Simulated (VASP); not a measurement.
All values below come from LDA (Ceperley-Alder, Perdew-Zunger), VASP's LDA PAW potentials (set 64) (plane waves; VASP).

VASP ran on this input.

File KPOINTS:
```
Automatic mesh
0
gamma
6 6 8
0 0 0
```

### POSCAR
```
WSi2
1
   -1.5857980000     1.5857980000     3.8681610000
    1.5857980000    -1.5857980000     3.8681610000
    1.5857980000     1.5857980000    -3.8681610000
Si W
2 1
Direct
  0.6650000000   0.6650000000   0.0000000000
  0.3350000000   0.3350000000   0.0000000000
  0.0000000000   0.0000000000   0.0000000000
```

### INCAR
```
SYSTEM = WSi2
PREC = Accurate; ENCUT = 300; LREAL = .FALSE.
LASPH = .TRUE.
EDIFF = 1E-6; NELM = 100; ALGO = Normal
LMAXMIX = 6
ISMEAR = -1; SIGMA = 0.1
ISIF = 2
LWAVE = .FALSE.; LCHARG = .FALSE.
```

POTCAR, in this order: Si W_sv (LDA.64 set). Program: vasp_std.

The run wrote:

### OUTCAR
```
 ion  position               nearest neighbor table
   1  0.665  0.665  0.000-   2 2.55   3 2.58   3 2.58   3 2.58   3 2.58   3 2.59   2 2.60   2 2.60
                             2 2.60   2 2.60
   2  0.335  0.335  0.000-   1 2.55   3 2.58   3 2.58   3 2.58   3 2.58   3 2.59   1 2.60   1 2.60
                             1 2.60   1 2.60
   3  0.000  0.000  0.000-   2 2.58   1 2.58   1 2.58   1 2.58   1 2.58   2 2.58   2 2.58   2 2.58
                             1 2.59   2 2.59
  LATTYP: Found a body centered tetragonal cell.
 ALAT       =     3.1715960000
 C/A-ratio  =     2.4392520359
 Subroutine PRICEL returns:
 Original cell was already a primitive cell.
 Subroutine GETGRP returns: Found 16 space group operations
The static configuration has the point symmetry D_4h.
The dynamic configuration has the point symmetry D_4h.
 Subroutine INISYM returns: Found 16 space group operations
 Subroutine IBZKPT returns following result:
 Found     81 irreducible k-points:

 Following reciprocal coordinates:
            Coordinates               Weight
  0.000000  0.000000  0.000000      1.000000
  0.166667  0.000000 -0.000000      4.000000
  0.333333  0.000000 -0.000000      4.000000
  0.500000  0.000000 -0.000000      4.000000
  0.166667  0.166667 -0.000000      2.000000
  0.333333  0.166667 -0.000000      8.000000
  0.500000  0.166667 -0.000000      8.000000
 -0.333333  0.166667  0.000000      4.000000
 -0.166667  0.166667  0.000000      2.000000
  0.333333  0.333333 -0.000000      2.000000
  0.500000  0.333333 -0.000000      8.000000
 -0.333333  0.333333  0.000000      2.000000
  0.500000  0.500000 -0.000000      2.000000
  0.000000  0.000000  0.125000      2.000000
  0.166667  0.000000  0.125000      4.000000
  0.333333  0.000000  0.125000      4.000000
  0.500000  0.000000  0.125000      8.000000
 -0.333333 -0.000000  0.125000      4.000000
 -0.166667  0.000000  0.125000      4.000000
  0.166667  0.166667  0.125000      2.000000
  0.333333  0.166667  0.125000      8.000000
  0.500000  0.166667  0.125000      4.000000
 -0.333333  0.166667  0.125000      4.000000
 -0.166667  0.166667  0.125000      4.000000
  0.333333  0.333333  0.125000      2.000000
  0.500000  0.333333  0.125000      4.000000
 -0.333333  0.333333  0.125000      4.000000
 -0.166667  0.333333  0.125000      4.000000
  0.500000  0.500000  0.125000      2.000000
 -0.333333  0.500000  0.125000      4.000000
 -0.166667  0.500000  0.125000      4.000000
 -0.333333 -0.333333  0.125000      2.000000
 -0.166667 -0.333333  0.125000      8.000000
 -0.166667 -0.166667  0.125000      2.000000
  0.000000  0.000000  0.250000      2.000000
  0.166667 -0.000000  0.250000      4.000000
  0.333333  0.000000  0.250000      4.000000
  0.500000 -0.000000  0.250000      4.000000
 -0.333333 -0.000000  0.250000      4.000000
 -0.166667  0.000000  0.250000      4.000000
   k-points           NKPTS =     81   k-points in BZ     NKDIM =     81   number of bands    NBANDS=     15
   number of dos      NEDOS =    301   number of ions     NIONS =      3
   total plane-waves  NPLWV =  21952
   dimension x,y,z NGX =    28 NGY =   28 NGZ =   28
   dimension x,y,z NGXF=    56 NGYF=   56 NGZF=   56
   ions per type =               2   1
   PREC   = accura    normal or accurate (medium, high low for compatibility)
   ISTART =      0    job   : 0-new  1-cont  2-samecut
   ICHARG =      2    charge: 1-file 2-atom 10-const
   ISPIN  =      1    spin polarized calculation?
   LNONCOLLINEAR =      F non collinear calculations
   LSORBIT =      F    spin-orbit coupling
   INIWAV =      1    electr: 0-lowe 1-rand  2-diag
   ENCUT  =  300.0 eV  22.05 Ry    4.70 a.u.   6.31  6.31  6.31*2*pi/ulx,y,z
...
```

OSZICAR:
```
       N       E                     dE             d eps       ncg     rms          rms(c)
DAV:   1     0.859624783500E+02    0.85962E+02   -0.81878E+03  2454   0.101E+03
DAV:   2    -0.255666236197E+02   -0.11153E+03   -0.10989E+03  2913   0.279E+02
DAV:   3    -0.281519697939E+02   -0.25853E+01   -0.25429E+01  3186   0.406E+01
DAV:   4    -0.281678805212E+02   -0.15911E-01   -0.15908E-01  2850   0.365E+00
DAV:   5    -0.281680731955E+02   -0.19267E-03   -0.19267E-03  3214   0.369E-01    0.275E+01
DAV:   6    -0.274533006380E+02    0.71477E+00   -0.37557E+00  2906   0.147E+01    0.995E+00
DAV:   7    -0.273557377410E+02    0.97563E-01   -0.24853E-01  2682   0.301E+00    0.472E+00
DAV:   8    -0.273324747512E+02    0.23263E-01   -0.42342E-02  3081   0.170E+00    0.277E-01
DAV:   9    -0.273319460160E+02    0.52874E-03   -0.12298E-03  2892   0.272E-01    0.158E-01
DAV:  10    -0.273317998027E+02    0.14621E-03   -0.29432E-04  2955   0.175E-01    0.382E-02
DAV:  11    -0.273317952486E+02    0.45541E-05   -0.28325E-05  3046   0.425E-02    0.159E-02
DAV:  12    -0.273317950990E+02    0.14960E-06   -0.11757E-06  2006   0.768E-03
   1 F= -.27331795E+02 E0= -.27327770E+02  d E =-.805028E-02
```

**OUTCAR**
```
------------------------ aborting loop because EDIFF is reached ----------------------------------------
  FORCE on cell =-STRESS in cart. coord.  units (eV):
  Direction    XX          YY          ZZ          XY          YZ          ZX
  --------------------------------------------------------------------------------------
  Total        0.8472031      0.8472031      0.9698457      0.0000000     -0.0000000      0.0000000
  in kB       34.8849307     34.8849307     39.9349343      0.0000000     -0.0000000      0.0000000
  external PRESSURE =      36.5682652 kB  Pullay stress =       0.0000000 kB
  volume of cell :       38.91
      direct lattice vectors                 reciprocal lattice vectors
    -1.585798000  1.585798000  3.868161000     0.000000000  0.315298670  0.129260390
     1.585798000 -1.585798000  3.868161000     0.315298670  0.000000000  0.129260390
     1.585798000  1.585798000 -3.868161000     0.315298670  0.315298670  0.000000000
 POSITION                                       TOTAL-FORCE (eV/Angst)
 -----------------------------------------------------------------------------------
      0.00000      0.00000      5.14465        -0.000000     -0.000000      0.103528
      0.00000      0.00000      2.59167        -0.000000     -0.000000     -0.103528
      0.00000      0.00000      0.00000         0.000000      0.000000     -0.000000
 -----------------------------------------------------------------------------------
    total drift:                                0.000000      0.000000     -0.000000
  FREE ENERGIE OF THE ION-ELECTRON SYSTEM (eV)
  ---------------------------------------------------
  free  energy   TOTEN  =       -27.3317950990 eV

  energy  without entropy=      -27.3237448145  energy(sigma->0) =      -27.32776996
```
(Selected blocks of OUTCAR.)

At this cut-off the stress carries a Pulay error, which pulls relaxed volumes low.

The structure is a typed WSi2 crystal (I4/mmm). The cell was not relaxed at this level, and its volume differs by -5.9 % from the start's. The k-mesh is coarse (spacing up to 0.36 per Å, 2π included), so the numbers may not be converged in it.
